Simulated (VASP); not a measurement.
OSZICAR of a VASP run on Fe2KS2 (space group I4/mmm):

OSZICAR:
```
       N       E                     dE             d eps       ncg     rms          rms(c)
DAV:   1     0.264541431651E+03    0.26454E+03   -0.11549E+04  1760   0.113E+03
DAV:   2    -0.346914978339E+01   -0.26801E+03   -0.26211E+03  1768   0.361E+02
DAV:   3    -0.347902128506E+02   -0.31321E+02   -0.30815E+02  2510   0.125E+02
DAV:   4    -0.360491497550E+02   -0.12589E+01   -0.12517E+01  2744   0.286E+01
DAV:   5    -0.360955911740E+02   -0.46441E-01   -0.46414E-01  2706   0.425E+00    0.219E+01
DAV:   6    -0.370083753725E+02   -0.91278E+00   -0.48593E+01  2664   0.873E+01    0.180E+01
DAV:   7    -0.337291138396E+02    0.32793E+01   -0.24403E+01  2576   0.746E+01    0.795E+00
DAV:   8    -0.336243371399E+02    0.10478E+00   -0.17396E+00  2212   0.104E+01    0.279E+00
DAV:   9    -0.335599408290E+02    0.64396E-01   -0.26898E-01  2884   0.604E+00    0.977E-01
DAV:  10    -0.335568062048E+02    0.31346E-02   -0.40880E-02  2498   0.124E+00    0.284E-01
DAV:  11    -0.335567216173E+02    0.84587E-04   -0.36923E-03  2546   0.593E-01    0.134E-01
DAV:  12    -0.335566295605E+02    0.92057E-04   -0.46114E-04  2846   0.245E-01    0.805E-02
DAV:  13    -0.335566285214E+02    0.10391E-05   -0.15287E-04  1994   0.700E-02    0.285E-02
DAV:  14    -0.335566262145E+02    0.23069E-05   -0.97937E-06  2454   0.353E-02    0.197E-02
DAV:  15    -0.335566249217E+02    0.12928E-05   -0.89328E-06  2636   0.225E-02    0.219E-03
DAV:  16    -0.335566250010E+02   -0.79353E-07   -0.80794E-07  1092   0.638E-03
   1 F= -.33556625E+02 E0= -.33490042E+02  d E =-.133166E+00
```

Problem. Which electronic solver shows in the log?

Solution. It is blocked Davidson (ALGO = Normal, or the opening steps of other solvers). The INCAR had ALGO = Normal.

Problem. How was spin treated?

Solution. Without spin polarisation: there is no mag entry.

Problem. Can the final energy be trusted as converged?

Solution. Self-consistency was reached. It stopped with EDIFF = 1E-6, NELM = 100 (LDA (Ceperley-Alder, Perdew-Zunger), plane waves, VASP's LDA PAW potentials (set 64)).

The structure comes from a computed database's Fe2KS2 entry; how it stands against other phases isn't given here. The cell was not relaxed at this level. The k-mesh is coarse (spacing up to 0.35 per Å, 2π included), so the numbers may not be converged in it. The run is not spin-polarised, so no magnetic state was tried. The electron count is odd and the run is not spin-polarised, which forces a metal.
